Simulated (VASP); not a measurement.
Consider the following.

```xyz
2
Lattice="1.4862 -2.5742 0.0000 1.4862 2.5742 0.0000 0.0000 0.0000 4.7119" Properties=species:S:1:pos:R:3 pbc="T T T"
Ti     1.4862     0.8581     1.1780
Ti     1.4862    -0.8581     3.5339
```

These are PBE GGA, VASP's PBE PAW potentials (set 64) (plane waves; VASP) values and carry that method's errors. Numerical set-up: 480 eV cut-off, 14×14×8 Γ-centred mesh, first-order Methfessel-Paxton smearing of 0.10 eV, potentials Ti_sv.

Give the stress tensor in GPa (positive for a compressed cell).

```
-4.05   0.00   0.00
 0.00  -4.05   0.00
 0.00   0.00  -4.35
```
The pressure is its mean diagonal, -4.15 GPa.

The compound is Ti in the hcp structure. This cell was strained or had an atom moved on purpose.
